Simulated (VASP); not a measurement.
# MnHg (P4/mmm) in VASP: notebook

Runs on MnHg. Level: r2SCAN. Tasks: single point.

Program: VASP 6.6.1. These are calculated values, not measurements. Logs are shortened: lines on timing, memory, paths and dates and some standing lists are left out, and cuts for length are marked.

## 1. The structure

Symmetry: P4/mmm, No. 123, tetragonal system. The conventional cell has a = 3.288 Å, b = 3.288 Å, c = 3.313 Å, α = 90.00°, β = 90.00°, γ = 90.00°. Hg (site symmetry 4/mmm) is surrounded by 8 Mn at 2.85 Å. Mn (site symmetry 4/mmm) is surrounded by 8 Hg at 2.85 Å.

## 2. Single point, r2SCAN, collinear spin, ferromagnetic start

INCAR

```
  PREC = Accurate
  ENCUT = 600
  EDIFF = 1E-6
  ISMEAR = 1
  SIGMA = 0.2
  LREAL = F
  LASPH = T
  NELM = 100
  ALGO = Normal
  ISIF = 2
  LWAVE = F
  LCHARG = F
  ISPIN = 2
  MAGMOM = 0 4
  LORBIT = 11
  LMAXMIX = 4
  METAGGA = R2SCAN
  LMIXTAU = T
  NBANDS = 24
  ADDGRID = F
```

KPOINTS

```
Automatic mesh
0
Gamma
  2 2 2
```

POSCAR

```
MnHg
1.0
    3.2880000000      0.0000000000      0.0000000000
    0.0000000000      3.2880000000      0.0000000000
    0.0000000000      0.0000000000      3.3130000000
Hg Mn
1 1
Direct
    0.0000000000      0.0000000000      0.0000000000
    0.5000000000      0.5000000000      0.5000000000
```

Potentials or basis: VASP PAW PBE potentials, release 64 (Hg, Mn_pv).

Started as:

```
$ cat potpaw_PBE.64/Hg/POTCAR potpaw_PBE.64/Mn_pv/POTCAR > POTCAR
$ mpirun -np 1 vasp_std > vasp.out
```

OUTCAR:

```text
PREC = Accurate
   ENCUT = 600
   EDIFF = 1E-6
   ISMEAR = 1
   LREAL = F
   LASPH = T
   NELM = 100
   ISIF = 2
   ISPIN = 2
   LORBIT = 11
   METAGGA = R2SCAN

 Found      6 irreducible k-points:

 Following reciprocal coordinates:
            Coordinates               Weight
  0.000000  0.000000  0.000000      1.000000
  0.500000  0.000000  0.000000      2.000000
  0.500000  0.500000  0.000000      1.000000
  0.000000  0.000000  0.500000      1.000000
  0.500000  0.000000  0.500000      2.000000
  0.500000  0.500000  0.500000      1.000000
   k-points           NKPTS =      6   k-points in BZ     NKDIM =      6   number of bands    NBANDS=     24
   number of dos      NEDOS =    301   number of ions     NIONS =      2
   total plane-waves  NPLWV =  21952
   dimension x,y,z NGX =    28 NGY =   28 NGZ =   28
   dimension x,y,z NGXF=    56 NGYF=   56 NGZF=   56
   ions per type =               1   1
   NGX,Y,Z   is equivalent  to a cutoff of  14.16, 14.16, 14.05 a.u.
   NGXF,Y,Z  is equivalent  to a cutoff of  28.31, 28.31, 28.10 a.u.
 SYSTEM =  unknown system
   PREC   = accura    normal or accurate (medium, high low for compatibility)
   ISTART =      0    job   : 0-new  1-cont  2-samecut
   ICHARG =      2    charge: 1-file 2-atom 10-const
   ISPIN  =      2    spin polarized calculation?
   LNONCOLLINEAR =      F non collinear calculations
   LSORBIT =      F    spin-orbit coupling
   LASPH  =      T    aspherical Exc in radial PAW
   ENCUT  =  600.0 eV  44.10 Ry    6.64 a.u.   6.57  6.57  6.62*2*pi/ulx,y,z
   NELM   =    100;   NELMIN=  2; NELMDL= -5     # of ELM steps
   EDIFF  = 0.1E-05   stopping-criterion for ELM
   LREAL  =      F    real-space projection
   EDIFFG = 0.1E-04   stopping-criterion for IOM
   NSW    =      0    number of steps for IOM
   IBRION =     -1    ionic relax: 0-MD 1-quasi-New 2-CG
   NFREE  =      0    steps in history (QN), initial steepest desc. (CG)
   ISIF   =      2    stress and relaxation
   ISYM   =      2    0-nonsym 1-usesym 2-fastsym
   POTIM  = 0.5000    time-step for ionic-motion
   TEBEG  =    0.0;   TEEND  =   0.0 temperature during run
   PSTRESS=    0.0 pullay stress
   NELECT =      25.0000    total number of electrons
   NUPDOWN=      -1.0000    fix difference up-down
   EMIN   =  10.00;   EMAX   =-10.00  energy-range for DOS
   EFERMI =   0.00;   METHOD = LEGACY
   ISMEAR =     1;   SIGMA  =   0.20  broadening in eV -4-tet -1-fermi 0-gaus
   EFERMI_NEDOS =   21; number of points for ismear=-14 and -15
   IALGO  =     38    algorithm
   IMIX   =      4    mixing-type and parameters
     AMIX     =   0.40;   BMIX     =  1.00
     AMIX_MAG =   1.60;   BMIX_MAG =  1.00
  volume/ion in A,a.u.               =      17.91       120.85
  Fermi-wavevector in a.u.,A,eV,Ry     =   1.452200  2.744260 28.693127  2.108885
  Thomas-Fermi vector in A             =   2.569610
   LORBIT       =     11    0 simple, 1 ext, 2 COOP (PROOUT), +10 PAW based schemes
   METAGGA = R2SCAN    functional components
   LHFCALC =     F    Hartree Fock is set to
   AEXX    =    0.0000 exact exchange contribution
   IVDW    =     0    specifies the selected vdW correction
   LEPSILON=     F    determine dielectric tensor
   LRPA    =     F    only Hartree local field effects (RPA)
 spin polarized calculation
 Methfessel and Paxton  Order N= 1 SIGMA  =   0.20
  energy-cutoff  :      600.00
  volume of cell :       35.82
 maximum number of plane-waves:      1213
 NGX is ok and might be reduce to    28
   NGX = 13   NGY = 13   NGZ = 13

 number of electron      25.0000014 magnetization       4.2828036

 Free energy of the ion-electron system (eV)
  ---------------------------------------------------
  ext. energy  EPLUGINS =         0.00000000
  ---------------------------------------------------
  free energy    TOTEN  =       -64.39109123 eV

  energy without entropy =      -64.40214096  energy(sigma->0) =      -64.39477447

 E-fermi :   4.0688     XC(G=0): -12.8484

 val. band max:        3.9562448881   @ k =   0.5000   0.5000   0.0000
 cond. band min:       5.6718167759   @ k =   0.5000   0.0000   0.5000
 fundamental gap:      1.7155718877
 Fermi energy:         4.0687632651

 spin component 1

 k-point     1 :       0.0000    0.0000    0.0000
  band No.  band energies     occupation
      1     -48.1402      1.00000
      2     -48.1377      1.00000
      3     -48.1377      1.00000
      4      -4.5965      1.00000
      5      -3.0783      1.00000
      6      -3.0615      1.00000
[... 16 lines left out ...]
     23      23.5437      0.00000
     24      27.4795      0.00000

 k-point     2 :       0.5000    0.0000    0.0000
  band No.  band energies     occupation
      1     -48.1549      1.00000
      2     -48.1391      1.00000
      3     -48.1366      1.00000
      4      -2.8988      1.00000
      5      -2.6665      1.00000
      6      -2.1510      1.00000
[... 16 lines left out ...]
     23      19.8114      0.00000
     24      28.5776      0.00000

 k-point     3 :       0.5000    0.5000    0.0000
  band No.  band energies     occupation
      1     -48.1530      1.00000
      2     -48.1530      1.00000
      3     -48.1377      1.00000
      4      -3.3388      1.00000
      5      -2.8434      1.00000
      6      -2.3977      1.00000
[... 16 lines left out ...]
     23      23.3618      0.00000
     24      23.8175      0.00000

 k-point     4 :       0.0000    0.0000    0.5000
  band No.  band energies     occupation
      1     -48.1559      1.00000
      2     -48.1367      1.00000
      3     -48.1367      1.00000
      4      -2.9253      1.00000
      5      -2.6921      1.00000
      6      -2.1190      1.00000
[... 16 lines left out ...]
     23      19.8577      0.00000
     24      28.5715      0.00000

 k-point     5 :       0.5000    0.0000    0.5000
  band No.  band energies     occupation
      1     -48.1540      1.00000
      2     -48.1531      1.00000
      3     -48.1353      1.00000
      4      -3.3367      1.00000
      5      -2.8778      1.00000
      6      -2.3704      1.00000
[... 16 lines left out ...]
     23      23.5299      0.00000
     24      23.9215      0.00000

 k-point     6 :       0.5000    0.5000    0.5000
  band No.  band energies     occupation
      1     -48.1529      1.00000
      2     -48.1521      1.00000
      3     -48.1521      1.00000
      4      -2.8707      1.00000
      5      -2.8581      1.00000
      6      -2.8581      1.00000
[... 16 lines left out ...]
     23      34.0081      0.00000
     24      34.0082      0.00000
 Fermi energy:         4.0687632651

 spin component 2

 k-point     1 :       0.0000    0.0000    0.0000
  band No.  band energies     occupation
      1     -42.2209      1.00000
      2     -42.2191      1.00000
      3     -42.2191      1.00000
      4      -4.5652      1.00000
      5      -3.0564      1.00000
      6      -3.0518      1.00000
[... 16 lines left out ...]
     23      23.7006      0.00000
     24      29.2060      0.00000

 k-point     2 :       0.5000    0.0000    0.0000
  band No.  band energies     occupation
      1     -42.2421      1.00000
      2     -42.2194      1.00000
      3     -42.2175      1.00000
      4      -3.0770      1.00000
      5      -2.8028      1.00000
      6      -2.1751      1.00000
[... 16 lines left out ...]
     23      19.7150      0.00000
     24      29.9532      0.00000

 k-point     3 :       0.5000    0.5000    0.0000
  band No.  band energies     occupation
      1     -42.2390      1.00000
      2     -42.2390      1.00000
      3     -42.2172      1.00000
      4      -3.2095      1.00000
      5      -2.8359      1.00000
      6      -2.2439      1.00000
[... 16 lines left out ...]
     23      24.2333      0.00000
     24      24.6142      0.00000

 k-point     4 :       0.0000    0.0000    0.5000
  band No.  band energies     occupation
      1     -42.2424      1.00000
      2     -42.2177      1.00000
      3     -42.2177      1.00000
      4      -3.1028      1.00000
      5      -2.8189      1.00000
      6      -2.1456      1.00000
[... 16 lines left out ...]
     23      19.8093      0.00000
     24      30.0935      0.00000

 k-point     5 :       0.5000    0.0000    0.5000
  band No.  band energies     occupation
      1     -42.2393      1.00000
      2     -42.2393      1.00000
      3     -42.2155      1.00000
      4      -3.1964      1.00000
      5      -2.8557      1.00000
      6      -2.2232      1.00000
[... 16 lines left out ...]
     23      24.3614      0.00000
     24      24.8749      0.00000

 k-point     6 :       0.5000    0.5000    0.5000
  band No.  band energies     occupation
      1     -42.2377      1.00000
      2     -42.2377      1.00000
      3     -42.2376      1.00000
      4      -2.8941      1.00000
      5      -2.8737      1.00000
      6      -2.8737      1.00000
[... 16 lines left out ...]
     23      34.2223      0.00000
     24      34.3468      0.00000

------------------------ aborting loop because EDIFF is reached ----------------------------------------

  FORCE on cell =-STRESS in cart. coord.  units (eV):
  Direction    XX          YY          ZZ          XY          YZ          ZX
  --------------------------------------------------------------------------------------
  -------------------------------------------------------------------------------------
  Total       -0.4152650     -0.4152650     -0.5505557     -0.0000000     -0.0000000      0.0000000
  in kB      -18.5759426    -18.5759426    -24.6278646     -0.0000000     -0.0000000      0.0000000
  external PRESSURE =     -20.5932500 kB  Pullay stress =       0.0000000 kB

 VOLUME and BASIS-vectors are now :
 -----------------------------------------------------------------------------
  energy-cutoff  :      600.00
  volume of cell :       35.82
      direct lattice vectors                 reciprocal lattice vectors
     3.288000000  0.000000000  0.000000000     0.304136253  0.000000000  0.000000000
     0.000000000  3.288000000  0.000000000     0.000000000  0.304136253  0.000000000
     0.000000000  0.000000000  3.313000000     0.000000000  0.000000000  0.301841232

 POSITION                                       TOTAL-FORCE (eV/Angst)
 -----------------------------------------------------------------------------------
      0.00000      0.00000      0.00000         0.000000      0.000000      0.000000
      1.64400      1.64400      1.65650         0.000000      0.000000      0.000000
 -----------------------------------------------------------------------------------
    total drift:                                0.000000      0.000000      0.000000

  FREE ENERGIE OF THE ION-ELECTRON SYSTEM (eV)
  ---------------------------------------------------
  free  energy   TOTEN  =       -64.3910912263 eV

  energy  without entropy=      -64.4021409608  energy(sigma->0) =      -64.39477447

 total charge

# of ion       s       p       d       tot
------------------------------------------
    1        0.719   0.671   9.222  10.613
    2        0.248   6.257   4.782  11.288
--------------------------------------------------
tot          0.968   6.928  14.005  21.900

 magnetization (x)

# of ion       s       p       d       tot
------------------------------------------
    1       -0.113  -0.061   0.046  -0.128
    2        0.034   0.047   4.176   4.257
--------------------------------------------------
tot         -0.079  -0.014   4.222   4.129
```

It took 64 s on 1 thread of Intel Xeon Platinum 8259CL at 2.50GHz (Skylake/Cascade Lake), shared host; peak memory 0.19 GiB.

The run converged, but some of its settings lie outside the range that counts as converged, so its numbers aren't taken as properties of the crystal.

What came out:

```
Free energy                                           : -64.3911 eV
Pressure                                              : -2.1 GPa
Band gap on the k mesh                                : none (metal or under the smearing width)
Net moment                                            : 4.28 μB per cell
Site moments                                          : Hg -0.13; Mn +4.26 μB
Valence electrons inside the program's atomic spheres : Hg 10.61; Mn 11.29
```

Caveat: the k mesh is coarse (spacing up to 0.96 Å⁻¹), so the values aren't converged; the PAW data sets were made with another functional, which shifts forces and pressure a little.

## 3. Single point, r2SCAN, collinear spin, ferromagnetic start

INCAR is that of step 2.

KPOINTS is that of step 2.

POSCAR

```
MnHg
1.0
    3.2880000000      0.0000000000      0.0000000000
    0.0000000000      3.2880000000      0.0000000000
    0.0000000000      0.0000000000      3.3130000000
Hg Mn
1 1
Direct
    0.0037350000      0.0043450000     -0.0026990000
    0.4987650000      0.4794400000      0.4654080000
```

Potentials or basis: VASP PAW PBE potentials, release 64 (Hg, Mn_pv).

Started as:

```
$ cat potpaw_PBE.64/Hg/POTCAR potpaw_PBE.64/Mn_pv/POTCAR > POTCAR
$ mpirun -np 1 vasp_std > vasp.out
```

OUTCAR:

```text
PREC = Accurate
   ENCUT = 600
   EDIFF = 1E-6
   ISMEAR = 1
   LREAL = F
   LASPH = T
   NELM = 100
   ISIF = 2
   ISPIN = 2
   LORBIT = 11
   METAGGA = R2SCAN

 Found      8 irreducible k-points:

 Following reciprocal coordinates:
            Coordinates               Weight
  0.000000  0.000000  0.000000      1.000000
  0.500000  0.000000  0.000000      1.000000
  0.000000  0.500000  0.000000      1.000000
  0.500000  0.500000  0.000000      1.000000
  0.000000  0.000000  0.500000      1.000000
[... 416 lines left out ...]
  external PRESSURE =     -10.6889815 kB  Pullay stress =       0.0000000 kB

 VOLUME and BASIS-vectors are now :
 -----------------------------------------------------------------------------
  energy-cutoff  :      600.00
  volume of cell :       35.82
      direct lattice vectors                 reciprocal lattice vectors
     3.288000000  0.000000000  0.000000000     0.304136253  0.000000000  0.000000000
     0.000000000  3.288000000  0.000000000     0.000000000  0.304136253  0.000000000
     0.000000000  0.000000000  3.313000000     0.000000000  0.000000000  0.301841232

 POSITION                                       TOTAL-FORCE (eV/Angst)
 -----------------------------------------------------------------------------------
      0.01228      0.01429      3.30406        -0.049196     -0.241137     -0.312165
      1.63994      1.57640      1.54190         0.049196      0.241137      0.312165
 -----------------------------------------------------------------------------------
    total drift:                               -0.002772     -0.006145      0.003990

  FREE ENERGIE OF THE ION-ELECTRON SYSTEM (eV)
  ---------------------------------------------------
  free  energy   TOTEN  =       -64.3653887316 eV

  energy  without entropy=      -64.3765165813  energy(sigma->0) =      -64.36909801

 total charge

# of ion       s       p       d       tot
------------------------------------------
    1        0.730   0.669   9.223  10.623
    2        0.251   6.258   4.786  11.295
--------------------------------------------------
tot          0.982   6.927  14.009  21.918

 magnetization (x)

# of ion       s       p       d       tot
------------------------------------------
    1       -0.113  -0.061   0.048  -0.126
    2        0.034   0.048   4.174   4.255
--------------------------------------------------
tot         -0.079  -0.013   4.221   4.129
```

stdout:

```text
POSCAR found type information on POSCAR HgMn
 POSCAR found :  2 types and       2 ions
 scaLAPACK will be used
 -----------------------------------------------------------------------------
|                                                                             |
|                                                                             |
|     You enforced a specific xc type in the INCAR file but a different       |
|     I HOPE YOU KNOW WHAT YOU ARE DOING!                                     |
|                                                                             |
 -----------------------------------------------------------------------------

 LDA part: xc-table for (None), standard interpolation
 POSCAR, INCAR and KPOINTS ok, starting setup
 FFT: planning ... GRIDC
 FFT: planning ... GRID_SOFT
 FFT: planning ... GRID
 WAVECAR not read
 entering main loop
```

It took 79 s on 1 thread of Intel Xeon Platinum 8259CL at 2.50GHz (Skylake/Cascade Lake), shared host; peak memory 0.19 GiB.

These settings aren't checked as converged: the numbers below hold their error.

What came out:

- Free energy: -64.3654 eV
- Pressure: -1.1 GPa
- Largest force: 0.398 eV/Å
- Band gap on the k mesh: none (metal or under the smearing width)
- Net moment: 4.28 μB per cell
- Site moments: Hg -0.13; Mn +4.25 μB
- Valence electrons inside the program's atomic spheres: Hg 10.62; Mn 11.29

Caveat: the k mesh is coarse (spacing up to 0.96 Å⁻¹), so the values aren't converged; the PAW data sets were made with another functional, which shifts forces and pressure a little.
